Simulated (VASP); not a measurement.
Input:

```xyz
6
Lattice="4.5690 0.0000 0.0000 0.0000 4.5690 0.0000 0.0000 0.0000 3.0716" Properties=species:S:1:pos:R:3 pbc="T T T"
Zn     0.0000     0.0000     0.0000
Zn     2.2845     2.2845     1.5358
F      1.3815     1.3815     0.0000
F      3.6660     0.9030     1.5358
F      0.9030     3.6660     1.5358
F      3.1875     3.1875     0.0000
```

Computed with LDA (Ceperley-Alder, Perdew-Zunger), VASP's LDA PAW potentials (set 64) (plane waves; VASP). Run with 620 eV cut-off, 5×5×7 Γ-centred mesh, Gaussian smearing of 0.050 eV, potentials Zn F.

Problem. Predict the energy per atom (σ→0), pressure, band gap (on the k-mesh) with the smallest direct gap where there is one.

Solution. 
| Quantity | Result |
|---|---|
| band gap (on the k-mesh) | 3.42 eV |
| smallest direct gap (on the k-mesh) | 3.42 eV |
| energy per atom (σ→0) | -4.500 eV/atom |
| pressure | 5.08 GPa |

The compound is ZnF2 in the rutile structure. It was relaxed first under an external pressure of 5 GPa.
